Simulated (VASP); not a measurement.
Calculation: PBEsol GGA, VASP's PBE PAW potentials (set 64) (plane waves; VASP 6.6.1).

VASP ran on this input.

### KPOINTS
```
Automatic
0
gamma
 8 8 8
```

POSCAR:
```
PbS
1.0
  0.0000000000   2.8265785491   2.8265785491
  2.8265785491   0.0000000000   2.8265785491
  2.8265785491   2.8265785491   0.0000000000
Pb S
1 1
direct
  0.0000000000   0.0000000000   0.0000000000
  0.5000000000   0.5000000000   0.5000000000
```

**INCAR**
```
ALGO  =  Normal
EDIFF  =  1E-6
EDIFFG  =  -0.02
ENCUT  =  500
GGA  =  PS
IBRION  =  2
ISIF  =  3
ISMEAR  =  0
LASPH  =  .TRUE.
LCHARG  =  .FALSE.
LMAXMIX  =  4
LREAL  =  .FALSE.
LWAVE  =  .FALSE.
NELM  =  100
NSW  =  40
PREC  =  Accurate
PSTRESS  =  100
SIGMA  =  0.05
SYSTEM  =  PbS
```

POTCAR, in this order: Pb_d S (PBE.64 set). Program: vasp_std.

Output

### OUTCAR
```
 ion  position               nearest neighbor table
   1  0.000  0.000  0.000-   2 2.83   2 2.83   2 2.83   2 2.83   2 2.83   2 2.83
   2  0.500  0.500  0.500-   1 2.83   1 2.83   1 2.83   1 2.83   1 2.83   1 2.83
  LATTYP: Found a face centered cubic cell.
 ALAT       =     5.6531570982
 Subroutine PRICEL returns:
 Original cell was already a primitive cell.
 Subroutine GETGRP returns: Found 48 space group operations
The static configuration has the point symmetry O_h .
The dynamic configuration has the point symmetry O_h .
 Subroutine INISYM returns: Found 48 space group operations
 Subroutine IBZKPT returns following result:
 Found     29 irreducible k-points:

 Following reciprocal coordinates:
            Coordinates               Weight
  0.000000  0.000000  0.000000      1.000000
  0.125000  0.000000  0.000000      8.000000
  0.250000  0.000000  0.000000      8.000000
  0.375000  0.000000  0.000000      8.000000
  0.500000  0.000000  0.000000      4.000000
  0.125000  0.125000  0.000000      6.000000
  0.250000  0.125000  0.000000     24.000000
  0.375000  0.125000  0.000000     24.000000
  0.500000  0.125000  0.000000     24.000000
...
```

File OSZICAR:
```
       N       E                     dE             d eps       ncg     rms          rms(c)
DAV:   1     0.162895212030E+03    0.16290E+03   -0.98380E+03   818   0.155E+03
DAV:   2     0.302074492908E+01   -0.15987E+03   -0.15649E+03   866   0.371E+02
DAV:   3    -0.929322145626E+01   -0.12314E+02   -0.12124E+02  1070   0.106E+02
DAV:   4    -0.958986350803E+01   -0.29664E+00   -0.29613E+00   912   0.186E+01
DAV:   5    -0.960044885964E+01   -0.10585E-01   -0.10585E-01  1194   0.349E+00    0.619E+00
DAV:   6    -0.928980279348E+01    0.31065E+00   -0.85696E-01  1266   0.918E+00    0.412E+00
DAV:   7    -0.928343384918E+01    0.63689E-02   -0.11872E-01   950   0.225E+00    0.185E+00
DAV:   8    -0.928290461514E+01    0.52923E-03   -0.10467E-02  1014   0.137E+00    0.174E-01
DAV:   9    -0.928281427088E+01    0.90344E-04   -0.11027E-03  1208   0.376E-01    0.965E-02
DAV:  10    -0.928284770872E+01   -0.33438E-04   -0.14500E-04   902   0.120E-01    0.258E-02
DAV:  11    -0.928284736249E+01    0.34623E-06   -0.39909E-05  1206   0.842E-02    0.186E-02
DAV:  12    -0.928284755807E+01   -0.19558E-06   -0.24488E-06   908   0.147E-02
   1 F= -.64637988E+01 E0= -.64637988E+01  d E =-.646380E+01
```

OUTCAR:
```
------------------------ aborting loop because EDIFF is reached ----------------------------------------
  FORCE on cell =-STRESS in cart. coord.  units (eV):
  Direction    XX          YY          ZZ          XY          YZ          ZX
  --------------------------------------------------------------------------------------
  Total        2.8029798      2.8029798      2.8029798      0.0000000      0.0000000     -0.0000000
  in kB       99.4299843     99.4299843     99.4299843      0.0000000      0.0000000     -0.0000000
  external PRESSURE =      -0.5700157 kB  Pullay stress =     100.0000000 kB
  volume of cell :       45.17
      direct lattice vectors                 reciprocal lattice vectors
     0.000000000  2.826578549  2.826578549    -0.176892307  0.176892307  0.176892307
     2.826578549  0.000000000  2.826578549     0.176892307 -0.176892307  0.176892307
     2.826578549  2.826578549  0.000000000     0.176892307  0.176892307 -0.176892307
  FREE ENERGIE OF THE ION-ELECTRON SYSTEM (eV)
  ---------------------------------------------------
  free  energy   TOTEN  =        -9.2828475581 eV

  energy  without entropy=       -9.2828475580  energy(sigma->0) =       -9.28284756
  enthalpy is  TOTEN    =        -6.4637987862 eV   P V=        2.8190487719

 reached required accuracy - stopping structural energy minimisation
```
(Selected blocks of OUTCAR.)

The structure was generated: PbS was put into the rock salt type (Fm-3m), which need not be its known phase. It was relaxed first under an external pressure of 10 GPa.
